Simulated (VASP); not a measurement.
All values below come from PBE GGA, VASP's PBE PAW potentials (set 64) (plane waves; VASP 6.6.1).

Input for VASP

File KPOINTS:
```
Automatic mesh
0
Gamma
11 11 11
0 0 0
```

File POSCAR:
```
Na
1
   -2.1300000000     2.1300000000     2.1300000000
    2.1300000000    -2.1300000000     2.1300000000
    2.1300000000     2.1300000000    -2.1300000000
Na
1
Direct
  0.0000000000   0.0000000000   0.0000000000
```

**INCAR**
```
SYSTEM  =  Na
PREC  =  Accurate; ENCUT  =  400; LREAL  =  F
LASPH  =  T
EDIFF  =  1E-6; NELM  =  100; ALGO  =  Normal
ISMEAR  =  1; SIGMA  =  0.1
GGA  =  PE
ISIF  =  2
LWAVE  =  F; LCHARG  =  F
```

POTCAR, in this order: Na_pv (PBE.64 set). Program: vasp_std.

The run wrote:

OUTCAR:
```
 ion  position               nearest neighbor table
   1  0.000  0.000  0.000-
  LATTYP: Found a body centered cubic cell.
 ALAT       =     4.2600000000
 Subroutine PRICEL returns:
 Original cell was already a primitive cell.
 Subroutine GETGRP returns: Found 48 space group operations
The static configuration has the point symmetry O_h .
The dynamic configuration has the point symmetry O_h .
 Subroutine INISYM returns: Found 48 space group operations
 Subroutine IBZKPT returns following result:
 Found     56 irreducible k-points:

 Following reciprocal coordinates:
            Coordinates               Weight
  0.000000  0.000000  0.000000      1.000000
  0.090909  0.000000  0.000000     12.000000
  0.181818  0.000000  0.000000     12.000000
  0.272727  0.000000  0.000000     12.000000
  0.363636  0.000000  0.000000     12.000000
  0.454545  0.000000  0.000000     12.000000
  0.090909  0.090909  0.000000     24.000000
  0.181818  0.090909  0.000000     48.000000
  0.272727  0.090909  0.000000     48.000000
  0.363636  0.090909  0.000000     48.000000
  0.454545  0.090909 -0.000000     24.000000
  0.181818  0.181818  0.000000     24.000000
  0.272727  0.181818  0.000000     48.000000
  0.363636  0.181818  0.000000     48.000000
  0.272727  0.272727  0.000000     24.000000
  0.363636  0.272727  0.000000     24.000000
  0.090909  0.090909  0.090909      8.000000
  0.181818  0.090909  0.090909     24.000000
  0.272727  0.090909  0.090909     24.000000
  0.363636  0.090909  0.090909     24.000000
 -0.090909  0.090909  0.090909      6.000000
  0.181818  0.181818  0.090909     24.000000
  0.272727  0.181818  0.090909     48.000000
  0.363636  0.181818  0.090909     24.000000
 -0.181818  0.181818  0.090909     24.000000
  0.272727  0.272727  0.090909     24.000000
 -0.272727  0.272727  0.090909     24.000000
 -0.181818  0.272727  0.090909     24.000000
 -0.363636  0.363636  0.090909     24.000000
 -0.272727  0.363636  0.090909     48.000000
 -0.454545  0.454545  0.090909     24.000000
 -0.363636  0.454545  0.090909     48.000000
 -0.272727  0.454545  0.090909     24.000000
 -0.454545 -0.454545  0.090909     24.000000
 -0.363636 -0.454545  0.090909     48.000000
 -0.363636 -0.363636  0.090909      8.000000
  0.181818  0.181818  0.181818      8.000000
  0.272727  0.181818  0.181818     24.000000
 -0.181818  0.181818  0.181818      6.000000
  0.272727  0.272727  0.181818      8.000000
   k-points           NKPTS =     56   k-points in BZ     NKDIM =     56   number of bands    NBANDS=      7
   number of dos      NEDOS =    301   number of ions     NIONS =      1
   total plane-waves  NPLWV =  13824
   dimension x,y,z NGX =    24 NGY =   24 NGZ =   24
   dimension x,y,z NGXF=    48 NGYF=   48 NGZF=   48
   ions per type =               1
   PREC   = accura    normal or accurate (medium, high low for compatibility)
   ISTART =      0    job   : 0-new  1-cont  2-samecut
   ICHARG =      2    charge: 1-file 2-atom 10-const
   ISPIN  =      1    spin polarized calculation?
   LNONCOLLINEAR =      F non collinear calculations
   LSORBIT =      F    spin-orbit coupling
   INIWAV =      1    electr: 0-lowe 1-rand  2-diag
   ENCUT  =  400.0 eV  29.40 Ry    5.42 a.u.   6.02  6.02  6.02*2*pi/ulx,y,z
   NELM   =    100;   NELMIN=  2; NELMDL= -5     # of ELM steps
   EDIFF  = 0.1E-05   stopping-criterion for ELM
   LREAL  =      F    real-space projection
   NLSPLINE    = F    spline interpolate recip. space projectors
   LMAXMIX     =    2 max onsite mixed and CHGCAR
   VOSKOWN=      0    Vosko Wilk Nusair interpolation
...
```

**OSZICAR**
```
       N       E                     dE             d eps       ncg     rms          rms(c)
DAV:   1     0.170740795716E+02    0.17074E+02   -0.34706E+03   812   0.676E+02
DAV:   2    -0.962411142077E+00   -0.18036E+02   -0.18036E+02   826   0.131E+02
DAV:   3    -0.130940174330E+01   -0.34699E+00   -0.34699E+00  1029   0.256E+01
DAV:   4    -0.131229174419E+01   -0.28900E-02   -0.28900E-02   959   0.202E+00
DAV:   5    -0.131232684051E+01   -0.35096E-04   -0.35096E-04  1071   0.187E-01    0.206E-01
DAV:   6    -0.131209442413E+01    0.23242E-03   -0.54058E-04   889   0.372E-01    0.139E-01
DAV:   7    -0.131197764975E+01    0.11677E-03   -0.11373E-03   854   0.451E-01    0.151E-02
DAV:   8    -0.131196911911E+01    0.85306E-05   -0.51833E-05   945   0.160E-01    0.297E-03
DAV:   9    -0.131196960823E+01   -0.48912E-06   -0.20435E-07   490   0.607E-03
   1 F= -.13119696E+01 E0= -.13118604E+01  d E =-.327644E-03
```

### OUTCAR
```
------------------------ aborting loop because EDIFF is reached ----------------------------------------
  FORCE on cell =-STRESS in cart. coord.  units (eV):
  Direction    XX          YY          ZZ          XY          YZ          ZX
  --------------------------------------------------------------------------------------
  Total       -0.1231066     -0.1231066     -0.1231066      0.0000000      0.0000000     -0.0000000
  in kB       -5.1026176     -5.1026176     -5.1026176      0.0000000      0.0000000     -0.0000000
  external PRESSURE =      -5.1026176 kB  Pullay stress =       0.0000000 kB
  volume of cell :       38.65
      direct lattice vectors                 reciprocal lattice vectors
    -2.130000000  2.130000000  2.130000000     0.000000000  0.234741784  0.234741784
     2.130000000 -2.130000000  2.130000000     0.234741784  0.000000000  0.234741784
     2.130000000  2.130000000 -2.130000000     0.234741784  0.234741784  0.000000000
 POSITION                                       TOTAL-FORCE (eV/Angst)
 -----------------------------------------------------------------------------------
      0.00000      0.00000      0.00000         0.000000     -0.000000     -0.000000
 -----------------------------------------------------------------------------------
    total drift:                               -0.000000      0.000000      0.000000
  FREE ENERGIE OF THE ION-ELECTRON SYSTEM (eV)
  ---------------------------------------------------
  free  energy   TOTEN  =        -1.3119696082 eV

  energy  without entropy=       -1.3116419644  energy(sigma->0) =       -1.31186039
```
(Selected blocks of OUTCAR.)

The compound is Na in the bcc structure. The cell was not relaxed at this level.
